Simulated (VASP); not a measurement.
Data:

```yaml
crystal:
  lattice:
    - [4.75474, 0.00000, 0.00000]
    - [-2.37737, 4.11773, 0.00000]
    - [0.00000, 0.00000, 14.00000]
  atoms:
    - { symbol: Sn, position: [0.66667, 0.33333, 0.50000] }
    - { symbol: Te, position: [0.33333, 0.66667, 0.50000] }
```

Computed with PBE GGA, VASP's PBE PAW potentials (set 64) (plane waves; VASP). Run with 300 eV cut-off, 8×8×1 Γ-centred mesh, Fermi-Dirac smearing of 0.10 eV, potentials Sn_d Te.

The cell holds a wide vacuum, so values per volume refer to the whole cell.

**Question.** Give the energies of bands 7 to 13 at the high-symmetry points, in eV from the Fermi level.

**Answer.** 
```
band      Γ      M      K
----  -----  -----  -----
7     -4.51  -8.21  -8.37
8     -3.42  -4.28  -5.11
9     -3.36  -2.37  -2.16
10    -3.36  -1.35  -0.18
11     1.48   0.03   0.99
12     1.48   4.26   2.45
13     2.37   4.71   3.82
```

It has no gap at this level: it comes out as a metal or semimetal.

The cell is a sheet with vacuum, built from a generated structure.
